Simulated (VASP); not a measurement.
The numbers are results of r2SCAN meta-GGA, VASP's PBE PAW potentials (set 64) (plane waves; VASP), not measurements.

A VASP calculation is set up with these files.

File KPOINTS:
```
Automatic mesh
0
Gamma
6 6 6
0 0 0
```

### INCAR
```
# general
SYSTEM  = CoGe
PREC    = Accurate
ENCUT   = 400
LREAL   = .FALSE.
LASPH   = .TRUE.

# electronic loop
EDIFF   = 1E-6
NELM    = 100
ALGO    = Normal
LMAXMIX = 4
LMIXTAU = .TRUE.

# smearing
ISMEAR  = 1
SIGMA   = 0.1

# functional
METAGGA = R2SCAN

# ions
IBRION  = 2
NSW     = 60
ISIF    = 3
EDIFFG  = -0.02

# output
LWAVE   = .FALSE.
LCHARG  = .FALSE.
```

POSCAR:
```
CoGe
1.0
  4.5713430779   0.0000000000   0.0000000000
  0.0000000000   4.5713430779   0.0000000000
  0.0000000000   0.0000000000   4.5713430779
Co Ge
4 4
Cartesian
  0.6272639635   0.6272639635   0.6272639635
  1.6584075754   3.9440791144   2.9129355025
  2.9129355025   1.6584075754   3.9440791144
  3.9440791144   2.9129355025   1.6584075754
  3.8392063722   3.8392063722   3.8392063722
  3.0178082447   0.7321367057   1.5535348332
  1.5535348332   3.0178082447   0.7321367057
  0.7321367057   1.5535348332   3.0178082447
```

POTCAR, in this order: Co Ge_d (PBE.64 set). Program: vasp_std.

Problem. What does the run give for the energy per atom (σ→0), band gap (on the k-mesh)?

Solution. 
- energy per atom (σ→0) = -13.599 eV/atom
- band gap (on the k-mesh) = none (metal, semimetal or under 0.01 eV)

### OSZICAR
```
...
DAV:  11    -0.108785322600E+03    0.27813E-02   -0.85656E-03  2831   0.720E-01    0.123E-01
DAV:  12    -0.108788226804E+03   -0.29042E-02   -0.60957E-03  2974   0.483E-01    0.648E-02
DAV:  13    -0.108789284594E+03   -0.10578E-02   -0.14868E-03  2822   0.262E-01    0.279E-02
DAV:  14    -0.108789445770E+03   -0.16118E-03   -0.19610E-04  3263   0.818E-02    0.180E-02
DAV:  15    -0.108789522232E+03   -0.76463E-04   -0.67840E-05  2850   0.678E-02    0.105E-02
DAV:  16    -0.108789527661E+03   -0.54287E-05   -0.69122E-06  2773   0.182E-02    0.262E-03
DAV:  17    -0.108789528200E+03   -0.53846E-06   -0.50014E-07  1537   0.613E-03
   1 F= -.10878953E+03 E0= -.10879008E+03  d E =-.108790E+03
```

The structure comes from a computed database's CoGe entry (P2_13); how it stands against other phases isn't given here. It was relaxed first. The start is the result of an earlier pass. The run is not spin-polarised, so no magnetic state was tried.
